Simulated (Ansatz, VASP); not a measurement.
**Al (Al(111) monolayer): VASP beside Ansatz**

Aim: how closely do two programs agree when they are given the same cell, functional and k mesh? The cell is taken from a series of runs on this material, whose earlier steps may have relaxed, scaled, displaced or heated it; both programs get it as it stands.

Calculated with Ansatz 0.2.0; plane waves, with VASP 6.6.1 beside it; single point at PBE.

### 1. Set-up

The cell holds 1 atom: 1 Al. Its edges and angles: a = 2.864 Å, b = 2.864 Å, c = 18.000 Å, α = 90.0°, β = 90.0°, γ = 60.0°. Vacuum lies along c.

### 2. Ansatz: single point, PBE, pair 1

Ansatz runs on its default PAW (the set named soft_2) files.

With cell and atoms fixed, the geometry can't cause a difference; cores, projectors, grids and the points listed under the comparison can.

Contents of input.yaml:

```yaml
crystal:
  lattice:
    - [2.8637824638, 0.0, 0.0]
    - [1.4318912319, 2.4801083646, 0.0]
    - [0.0, 0.0, 18.0]
  atoms:
    - { symbol: Al, position: [0.6666666667, 0.6666666667, 0.5] }
kpoints:
  mp_grid: { grid: [16, 16, 1] }
hamiltonian:
  xc: pbe
scf:
  occupations: { method: fermi_dirac, width: 0.1 }
  convergence: { dr2_threshold: 1.0e-09 }
efield:
  axis: 3
  dipole_correction: true
  ramp_position: 0.97
  ramp_width: 0.06
output:
  write_potential: true
  write_density: true
  volumetric_format: npy
  elf: true
```

Started as:

```
ansatz run input.yaml --threads 2 --pin off --max-ram 3072MiB --backend cpu --events-out ev --progress --plain --runs-dir out
```

Numbers of over 12 decimals in the logs are rounded to 6 here.

The log of the run:

```text
Engine: ansatz 0.2.0, x86_64-unknown-linux-gnu
Pseudopotentials: kind: paw
Pseudopotential: Al, paw, valence charge 3, recommended cutoff 420 eV (normal), Al.paw.azcp
Functional definition: PBE
  parameter kappa = 0.804
  parameter beta = 0.066725
  exchange = pbe_x(kappa = kappa, mu = beta*pi^2/3)
  correlation = pbe_c(beta = beta)
Crystal: 1 atoms, lattice volume = 127.845 Å³
Basis set: ecut = 420 eV, 2509 PW (Γ)
Bands: 6, of which v1, the nominal top of the filled ones, is band 2 counted from 1 (1 counted from 0)
Symmetry: 12 space group operations
k-points: 30 of 256
Non-local potential: Al, projectors of the file, l = 0: 2, l = 1: 2, l = 2: 1
PAW form: soft (Blöchl's): semilocal exchange-correlation on the pseudo side does not see the compensation charge
PAW one-centre angular grid: Al, 110 points (default); XC on 64 Gauss nodes
Initial density: superposition of atomic densities (neutral atoms: chi_scale 0, normalization atom), corrected by the library's trained network
Initial wavefunctions: pseudopotential atomic-orbital guess
Functional: x = pbe(κ = 0.804, μ = 0.219515), c = pbe(β = 0.066725)
SCF iter   1: F=—  HF=-536.708488 eV  |F-HF|=—  |Δ(HF+E_count)|=         —  Δρ=1.44e-3  dr2=4.86e-3  ethr=1.77e-3  p=0.000 e·Å  D=1.92e-15 V/Å  ΔV_dip=-0.00 eV  dr2_dipole=1.19e-13  V_vac-E_F(+/−)=4.04/4.04 eV  ⟨swp⟩=7.7  Hψ=2142  notcnv=0
efield: sawtooth ramp at fractional position 0.9700 (set: `efield.ramp_position`, or a place that a band, a saddle search or an elastic batch's reference lends), width 0.0600; the density the first Hamiltonian is built on has a dipole p = 0.000 e·Å; the dipole correction subtracts the counter field D = 1.92e-15 V/Å, which shifts the + side's vacuum level by -0.00 eV against the − side's; the planar-averaged density in the ramp window peaks in size at 1.6e-5 e/Å³
preconditioner: auto → LDOS  [metal: Δε(μ)=0.143 eV  Ē_g=8.325 eV  σ=0.100 eV  W_gap=0.34  n_scr=8 (ndim 8)  ℏωp=5.7 eV  f_vac=0.600  D(μ)=0.57/eV (n_scr^D=4)  β→1.0]
SCF iter   2: F=—  HF=-536.714809 eV  |F-HF|=—  |Δ(HF+E_count)|=   6.32e-3  Δρ=2.90e-4  dr2=9.26e-5  ethr=1.62e-4  p=0.000 e·Å  D=1.52e-6 V/Å  ΔV_dip=-0.00 eV  dr2_dipole=1.26e-13  V_vac-E_F(+/−)=4.31/4.31 eV  ⟨swp⟩=2.9  Hψ=578  notcnv=0
SCF iter   3: F=—  HF=-536.715137 eV  |F-HF|=—  |Δ(HF+E_count)|=   3.28e-4  Δρ=5.74e-5  dr2=4.29e-6  ethr=3.09e-6  p=0.000 e·Å  D=2.24e-7 V/Å  ΔV_dip=-0.00 eV  dr2_dipole=1.46e-12  V_vac-E_F(+/−)=4.31/4.31 eV  ⟨swp⟩=2.0  Hψ=301  notcnv=0
SCF iter   4: F=—  HF=-536.715148 eV  |F-HF|=—  |Δ(HF+E_count)|=   1.12e-5  Δρ=6.48e-6  dr2=1.19e-7  ethr=1.43e-7  p=-0.000 e·Å  D=-1.95e-7 V/Å  ΔV_dip=0.00 eV  dr2_dipole=1.25e-12  V_vac-E_F(+/−)=4.31/4.31 eV  ⟨swp⟩=2.1  Hψ=234  notcnv=0
SCF iter   5: F=—  HF=-536.715147 eV  |F-HF|=—  |Δ(HF+E_count)|=   3.05e-7  Δρ=1.74e-6  dr2=6.24e-9  ethr=3.95e-9  p=0.000 e·Å  D=9.42e-8 V/Å  ΔV_dip=-0.00 eV  dr2_dipole=4.21e-13  V_vac-E_F(+/−)=4.31/4.31 eV  ⟨swp⟩=2.6  Hψ=234  notcnv=0
SCF iter   6: F=-536.715147 eV  HF=-536.715147 eV  |F-HF|=3.80e-11  |Δ(HF+E_count)|=   9.60e-9  Δρ=1.59e-7  dr2=2.12e-10  ethr=3.33e-11  p=-0.000 e·Å  D=-7.66e-8 V/Å  ΔV_dip=0.00 eV  dr2_dipole=2.65e-13  V_vac-E_F(+/−)=4.31/4.31 eV  ⟨swp⟩=4.9  Hψ=946  notcnv=0
SCF 1 converged in 6 iterations: F = -536.715147 eV  dr2 = 2.12e-10
  greatest PAW one-centre occupation: 0.477 electrons in one spin orbital (limit 2), on the Al atom at site 0 (counted from 0), in its partial waves of l = 0
WARN: The output density's exchange-correlation potential varies sharply where the density is thin. Do not read a vacuum level from v_tot or v_xc, or from such a field of the output density. On a cell that repeats whose density bears no net charge and no dipole along the vacuum's axis use v_es (v_loc + v_h of the components); under efield.dipole_correction with no amplitude use v_es + v_field, which holds any externa [...]
SCF converged after 6 iterations
Free energy (F): -536.715147 eV
Harris-Foulkes:  -536.715147 eV  (|F-HF|=3.80e-11)
Internal energy: -536.695711 eV  (E = F + TS)
E sigma→0 (E₀):  -536.705429 eV
Entropy (-TS):   -0.019437 eV (-19.437 meV/atom)
Fermi energy:    -2.623630 eV
Dipole field:    D = 0.000001 V/Å  (p = 0.000001 e·Å, saw-weighted, corrected)
Work function:   Φ+ = 4.3124 eV   Φ− = 4.3124 eV
Levels:          The Fermi level and band energies are counted from a zero that moves with the ramp; work functions are not
--- Per-component energies (eV) ---
  E_band       = -18.282788
  E_kinetic    = 19.004947
  E_local      = -258.140759  (includes V_loc(G=0)·N_el)
  E_nonlocal   = 10.585157
  E_hartree    = 119.852381
  E_xc         = -37.480940
  E_vxc        = -25.921019  (∫ρ·V_xc dr)
  E_paw        = -467.150787  (= ΣΔE_a)
  E_vpaw       = -3.515649  (= ΣTr[D̂ρ^β])
  E_aug_tail   = -0.000002  (compensation charges beyond the density's cutoff)
  E_efield     = 0.000000  (sawtooth field / dipole correction)
  E_vefield    = 0.000000  (∫n·V_field dr)
  E_ewald      = 76.634293
  E_smearing   = -0.019437  (= −TS)
  E_closure    = 0.000000  (closes the sum)
  Σ components = -536.715147   (vs F -536.715147, Δ=0.00e0)
--- Band table (eV; the first three rows and the last of 30) ---
  k-point 0: bands = ["-10.6642", "-4.2836", "0.3041", "1.5191", "1.8232", "3.4159"]
  k-point 1: bands = ["-10.5704", "-4.1936", "0.3971", "1.6139", "1.9179", "3.5070"]
  k-point 2: bands = ["-10.2895", "-3.9236", "0.6744", "1.8982", "2.2012", "3.7740"]
  k-point 29: bands = ["-3.8888", "-2.6820", "-1.9751", "1.9835", "3.9500", "4.6854"]
```

In the SCF lines HF is the Harris–Foulkes energy and dr2 the Hartree energy of the density residual, in eV; the loop may stop once dr2 is under the threshold and the program's other checks hold. Hψ counts applications of the Hamiltonian.

### 3. VASP: single point, PBE, pair 1

The same cell, functional, mesh and smearing now go to VASP, with its own data sets.

Lines of VASP's logs that name or quote its potential files are left out, and so is its time.

Contents of INCAR:

```
SYSTEM = Al
PREC = Accurate
ENCUT = 400
EDIFF = 1E-06
NELM = 120
ISMEAR = -1
SIGMA = 0.1
LREAL = .FALSE.
ALGO = Normal
GGA = PE
NBANDS = 7
LORBIT = 11
LWAVE = .FALSE.
LCHARG = .FALSE.
ISIF = 2
LDIPOL = .TRUE.
IDIPOL = 3
DIPOL = 0.5 0.5 0.5
LVHAR = .TRUE.
LASPH = .TRUE.
GGA_COMPAT = .FALSE.
NELMDL = -8
KPAR = 2
```

Contents of POSCAR:

```
Al
1.0
    2.8637824638      0.0000000000      0.0000000000
    1.4318912319      2.4801083646      0.0000000000
    0.0000000000      0.0000000000     18.0000000000
Al
1
Direct
    0.6666666667      0.6666666667      0.5000000000
```

Contents of KPOINTS:

```
Automatic mesh
0
Gamma
16 16 1
0 0 0
```

Potentials, in the order of the species: Al (PBE family, release 64).

Started as:

```
mpirun -np 2 vasp_std
```

The log of the run:

```text
[banner, memory and clock lines left out]
running    2 mpi-ranks, on    1 nodes
 distrk:  each k-point on    1 cores,    2 groups
 distr:  one band on    1 cores,    1 groups

 POSCAR found type information on POSCAR Al
 POSCAR found :  1 types and       1 ions
 LDA part: xc-table for (Slater+PW92), standard interpolation
 POSCAR, INCAR and KPOINTS ok, starting setup
 FFT: planning ... GRIDC
 FFT: planning ... GRID_SOFT
 FFT: planning ... GRID
 WAVECAR not read
 entering main loop
       N       E                     dE             d eps       ncg     rms          rms(c)
DAV:   1     0.339912895417E+01    0.33991E+01   -0.78849E+02   420   0.185E+02
DAV:   2    -0.297408516614E+01   -0.63732E+01   -0.53065E+01   546   0.268E+01
DAV:   3    -0.306301764003E+01   -0.88932E-01   -0.88153E-01   602   0.478E+00
DAV:   4    -0.306448606996E+01   -0.14684E-02   -0.14678E-02   616   0.636E-01
DAV:   5    -0.306451212538E+01   -0.26055E-04   -0.26053E-04   609   0.683E-02
DAV:   6    -0.306451523316E+01   -0.31078E-05   -0.31079E-05   714   0.143E-02
DAV:   7    -0.306451579948E+01   -0.56632E-06   -0.56635E-06   595   0.352E-03
DAV:   8    -0.306451593623E+01   -0.13675E-06   -0.13688E-06   539   0.135E-03    0.136E+00
DAV:   9    -0.299739740011E+01    0.67119E-01   -0.35779E-02   483   0.571E-01    0.783E-01
DAV:  10    -0.295897173144E+01    0.38426E-01   -0.72283E-02   560   0.839E-01    0.123E-01
DAV:  11    -0.295909874003E+01   -0.12701E-03   -0.20066E-03   588   0.230E-01    0.765E-02
DAV:  12    -0.295779722855E+01    0.13015E-02   -0.62830E-04   560   0.104E-01    0.334E-02
DAV:  13    -0.295805702195E+01   -0.25979E-03   -0.94776E-05   490   0.323E-02    0.181E-02
DAV:  14    -0.295836232894E+01   -0.30531E-03   -0.36572E-04   434   0.553E-02    0.873E-03
DAV:  15    -0.295860831849E+01   -0.24599E-03   -0.46577E-05   434   0.239E-02    0.642E-03
DAV:  16    -0.295861537193E+01   -0.70534E-05   -0.82965E-06   546   0.589E-03    0.350E-03
DAV:  17    -0.295867777371E+01   -0.62402E-04   -0.10217E-05   504   0.666E-03    0.328E-03
DAV:  18    -0.295871144253E+01   -0.33669E-04   -0.59700E-06   476   0.455E-03    0.579E-04
DAV:  19    -0.295872181565E+01   -0.10373E-04   -0.11198E-06   476   0.241E-03    0.112E-03
DAV:  20    -0.295872576684E+01   -0.39512E-05   -0.22887E-07   469   0.104E-03    0.106E-04
DAV:  21    -0.295872612418E+01   -0.35734E-06   -0.31631E-08   497   0.403E-04
   1 F= -.29587261E+01 E0= -.29490113E+01  d E =-.194296E-01
```

From OUTCAR (step 3):

```text
ion  position               nearest neighbor table
   1  0.667  0.667  0.500-

  LATTYP: Found a hexagonal cell.
 ALAT       =     2.8637824638
 C/A-ratio  =     6.2853936105

 Subroutine GETGRP returns: Found 24 space group operations
 (whereof 12 operations were pure point group operations)

The static configuration has the point symmetry D_3h.
 The point group associated with its full space group is D_6h.

 Found     30 irreducible k-points:

   k-points           NKPTS =     30   k-points in BZ     NKDIM =     30   number of bands    NBANDS=      7

   dimension x,y,z NGX =    20 NGY =   20 NGZ =  120
   dimension x,y,z NGXF=    40 NGYF=   40 NGZF=  240

   ENCUT  =  400.0 eV  29.40 Ry    5.42 a.u.   4.67  4.67 29.35*2*pi/ulx,y,z

   NELECT =       3.0000    total number of electrons

 k-points in reciprocal lattice and weights: Automatic mesh
   0.00000000  0.00000000  0.00000000       0.004
   0.06250000  0.00000000  0.00000000       0.023
   0.12500000  0.00000000  0.00000000       0.023
   0.18750000  0.00000000  0.00000000       0.023
   0.25000000  0.00000000  0.00000000       0.023
   0.31250000  0.00000000  0.00000000       0.023
   0.37500000  0.00000000  0.00000000       0.023
   0.43750000  0.00000000  0.00000000       0.023
   0.50000000  0.00000000  0.00000000       0.012
[...]
-0.37500000  0.25000000  0.00000000       0.023
  -0.37500000  0.31250000  0.00000000       0.023

 dipolmoment           0.000000      0.000000     -0.000000 electrons x Angstroem

 average (electrostatic) potential at core
       1 -83.5041

 E-fermi :  -2.6160

 k-point     1 :       0.0000    0.0000    0.0000
  band No.  band energies     occupation
      1     -10.6594      2.00000
      2      -4.2777      2.00000
      3       0.3156      0.00000
      4       1.5376      0.00000
      5       1.8548      0.00000
      6       3.4215      0.00000
      7       3.4674      0.00000

 k-point     2 :       0.0625    0.0000    0.0000
  band No.  band energies     occupation
      1     -10.5656      2.00000
      2      -4.1876      2.00000
      3       0.4086      0.00000
      4       1.6324      0.00000
      5       1.9495      0.00000
      6       3.5127      0.00000
      7       3.5620      0.00000

 k-point     3 :       0.1250    0.0000    0.0000
  band No.  band energies     occupation
      1     -10.2846      2.00000
      2      -3.9175      2.00000
      3       0.6859      0.00000
      4       1.9167      0.00000
      5       2.2329      0.00000
      6       3.7798      0.00000
      7       3.8457      0.00000

  Total       -1.4651849     -1.4651849     -0.0009541      0.0000000      0.0000000      0.0000000
  in kB      -18.3619935    -18.3619935     -0.0119571      0.0000000      0.0000000      0.0000000
  external PRESSURE =     -12.2453147 kB  Pullay stress =       0.0000000 kB

  energy-cutoff  :      400.00
  volume of cell :      127.84
      direct lattice vectors                 reciprocal lattice vectors
     2.863782464  0.000000000  0.000000000     0.349188534 -0.201604094  0.000000000
     1.431891232  2.480108365  0.000000000     0.000000000  0.403208188  0.000000000
     0.000000000  0.000000000 18.000000000     0.000000000  0.000000000  0.055555556

 POSITION                                       TOTAL-FORCE (eV/Angst)
 -----------------------------------------------------------------------------------
      2.86378      1.65341      9.00000        -0.000000     -0.000000      0.000000
 -----------------------------------------------------------------------------------
    total drift:                                0.000000     -0.000000      0.000000

  FREE ENERGIE OF THE ION-ELECTRON SYSTEM (eV)
  ---------------------------------------------------
  free  energy   TOTEN  =        -2.9587261242 eV

  energy  without entropy=       -2.9392965406  energy(sigma->0) =       -2.94901133

 vacuum level on the upper side and lower side of the slab         1.697         1.697

 total charge
# of ion       s       p       d       tot
------------------------------------------
    1        0.472   0.273   0.000   0.744

[... 3 further parts left out ...]
```

### 4. Differences

Known differences besides the potentials themselves: the cutoff is 420 eV in Ansatz and 400 eV in VASP. Total energies have different zeros and are not compared.

The two programs side by side:

| quantity | Ansatz | VASP | difference |
| --- | --- | --- | --- |
| work function, lower of the two faces (eV) | 4.31 | 4.31 | 0.00 |
| work function, higher of the two faces (eV) | 4.31 | 4.31 | 0.00 |

With vacuum in the cell, a pressure given here is an average over mostly empty space and none of the material.

### 5. Ansatz: single point, PBE, pair 2

A single point gives forces, pressure and levels at one fixed geometry, so differences don't come from the geometry; what else differs is listed under the comparison. This pair takes another cell of the material, with 2 atoms against 1 for the pair before.

The cell is taken from a series of runs on this material, whose earlier steps may have relaxed, scaled, displaced or heated it; both programs get it as it stands.

input.yaml, the sections that differ from step 2:

```yaml
crystal:
  lattice:
    - [2.8637824638, 0.0, 0.0]
    - [1.4318912319, 2.4801083646, 0.0]
    - [0.0, 0.0, 20.3382685902]
  atoms:
    - { symbol: Al, position: [0.6666666667, 0.6666666667, 0.4425155445] }
    - { symbol: Al, position: [0.0, 0.0, 0.5574844555] }
output:
  write_potential: true
  write_density: true
  volumetric_format: npy
# kpoints, hamiltonian, scf, efield: as in step 2
```

Started as:

```
ansatz run input.yaml --threads 2 --pin off --max-ram 3072MiB --backend cpu --events-out ev --progress --plain --runs-dir out
```

The log of the run:

```text
[...]
Crystal: 2 atoms, lattice volume = 144.452 Å³
Basis set: ecut = 420 eV, 2815 PW (Γ)
Bands: 7, of which v1, the nominal top of the filled ones, is band 3 counted from 1 (2 counted from 0)
Symmetry: 6 space group operations
k-points: 30 of 256 (time reversal used)
[...]
Internal energy: -1074.247270 eV  (E = F + TS)
E sigma→0 (E₀):  -1074.267321 eV
Entropy (-TS):   -0.040101 eV (-20.050 meV/atom)
Fermi energy:    -1.383986 eV
Dipole field:    D = -0.000002 V/Å  (p = -0.000001 e·Å, saw-weighted, corrected)
Work function:   Φ+ = 4.2266 eV   Φ− = 4.2266 eV
[...]
--- Band table (eV; the first three rows and the last of 30) ---
[...]
[key lines of the parts left out:]
SCF converged after 7 iterations
Free energy (F): -1074.287371 eV
```

### 6. VASP: single point, PBE, pair 2

The same cell, functional, mesh and smearing now go to VASP, with its own data sets.

INCAR: that of step 3 with these lines changed.

```diff
@@ -10,3 +10,3 @@
 GGA = PE
-NBANDS = 7
+NBANDS = 9
 LORBIT = 11
```

Contents of POSCAR:

```
Al
1.0
    2.8637824638      0.0000000000      0.0000000000
    1.4318912319      2.4801083646      0.0000000000
    0.0000000000      0.0000000000     20.3382685902
Al
2
Direct
    0.6666666666      0.6666666666      0.4425155445
    1.0000000000      1.0000000000      0.5574844555
```

KPOINTS is that of step 3.

Started as:

```
mpirun -np 2 vasp_std
```

The log of the run:

```text
[banner, memory and clock lines left out]
running    2 mpi-ranks, on    1 nodes
[...]
LDA part: xc-table for (Slater+PW92), standard interpolation
 POSCAR, INCAR and KPOINTS ok, starting setup
[...]
entering main loop
       N       E                     dE             d eps       ncg     rms          rms(c)
DAV:   1     0.106516592100E+02    0.10652E+02   -0.17917E+03   540   0.358E+02
DAV:   2    -0.683798079267E+01   -0.17490E+02   -0.15891E+02   863   0.558E+01
DAV:   3    -0.712598608402E+01   -0.28801E+00   -0.28643E+00   715   0.889E+00
DAV:   4    -0.713180014268E+01   -0.58141E-02   -0.58130E-02   809   0.150E+00
[...]
DAV:  21    -0.677419895292E+01   -0.49642E-05   -0.14515E-07   643   0.136E-03    0.333E-04
DAV:  22    -0.677420118549E+01   -0.22326E-05   -0.66661E-08   604   0.686E-04    0.758E-05
DAV:  23    -0.677420131028E+01   -0.12479E-06   -0.23258E-09   587   0.179E-04
   1 F= -.67742013E+01 E0= -.67541923E+01  d E =-.400180E-01
```

(Continued in part 2 of 2.)

[Lines on the potential files, build, host, timing and source positions are cut from VASP's logs without a mark.]

[Logs are printed without paths, hosts, clocks, repeated set-up lines and the standing remarks that a program may print on its own settings, such as how far it seeks lower states.]

[Hosts, paths, dates, database ids (printed as entryN), source tags and the programs' standing remarks are cut or masked in the printed files.]
